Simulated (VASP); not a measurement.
Consider the following.

```yaml
crystal:
  lattice:
    - [0.00000, 2.67048, 2.67048]
    - [2.67048, 0.00000, 2.67048]
    - [2.67048, 2.67048, 0.00000]
  atoms:
    - { symbol: Zn, position: [0.00000, 0.00000, 0.00000] }
    - { symbol: Se, position: [0.25000, 0.25000, 0.25000] }
```

Method: PBE GGA, VASP's PBE PAW potentials (set 64) (plane waves; VASP). Settings: 500 eV cut-off, 9×9×9 Γ-centred mesh, Gaussian smearing of 0.050 eV, potentials Zn Se.

### Question
What does the run give for the energy per atom (σ→0), pressure, band gap (on the k-mesh) with the smallest direct gap where there is one?

### Answer

* **band gap (on the k-mesh)**: 2.06 eV
* **smallest direct gap (on the k-mesh)**: 2.06 eV
* **energy per atom (σ→0)**: -2.782 eV/atom
* **pressure**: 19.94 GPa

Total energies compare only between runs with the same potentials, cut-off and functional.

The compound is ZnSe in the zinc blende structure. It was relaxed first under an external pressure of 20 GPa.
